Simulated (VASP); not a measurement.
An input for Ansatz (written as the equivalent of a VASP run, and not itself run):

Ansatz 0.2 input:
```yaml
crystal:
  lattice:
    - [0.0000000, 2.5592046, 2.5592046]
    - [2.5592046, 0.0000000, 2.5592046]
    - [2.5592046, 2.5592046, 0.0000000]
  atoms:
    - { symbol: Zr, position: [0.0000000, 0.0000000, 0.0000000] }
    - { symbol: O, position: [0.2500000, 0.2500000, 0.2500000] }
    - { symbol: O, position: [0.7500000, 0.7500000, 0.7500000] }
kpoints:
  mp_grid: { grid: [7, 7, 7] }
hamiltonian:
  xc: pbe
  pseudopotentials: { kind: paw }
scf:
  occupations: { method: gaussian, width: 0.05 }
  max_iter: 100
relax:
  max_steps: 60
  f_tol: 0.02
  cell: {}
output: { forces: true, stress: true, eigenvalues: true }
```

Q: Write the VASP files for the same calculation (PBE).

A: Several could match; the one computed here: 
### KPOINTS
```
Automatic mesh
0
Gamma
7 7 7
0 0 0
```

File POSCAR:
```
ZrO2
1
   -0.0000000000     2.5592045839     2.5592045839
    2.5592045839    -0.0000000000     2.5592045839
    2.5592045839     2.5592045839     0.0000000000
Zr O
1 2
Direct
  0.0000000000   0.0000000000   0.0000000000
  0.2500000000   0.2500000000   0.2500000000
  0.7500000000   0.7500000000   0.7500000000
```

### INCAR
```
GGA = PE
EDIFFG = -0.02   # ionic stop
SIGMA = 0.05
LASPH = .TRUE.
LCHARG = .FALSE.
ISIF = 3
NSW = 60
NELM = 100
PREC = Accurate
ENCUT = 530   # plane-wave cut-off (eV)
LMAXMIX = 4   # l cut-off of mixed one-centre charges
LWAVE = .FALSE.
LREAL = .FALSE.   # projection in real space or not
EDIFF = 1E-6
ISMEAR = 0
IBRION = 2
ALGO = Normal   # blocked Davidson
SYSTEM = ZrO2
```

POTCAR, in this order: Zr_sv O (PBE.64 set). Program: vasp_std.

The two are equivalent in intent, not identical: each code has its own PAW files, so the cut-off isn't converted (ENCUT is set for VASP's; basis.ecutwfc is left out, and Ansatz then takes the one that its files recommend); Ansatz stops its SCF on the density residual and VASP on the energy change (EDIFF).

The compound is ZrO2 in the fluorite structure, the high-temperature cubic form, which is unstable at 0 K; the monoclinic form is the stable one. It was relaxed first. The start is the result of an earlier pass.
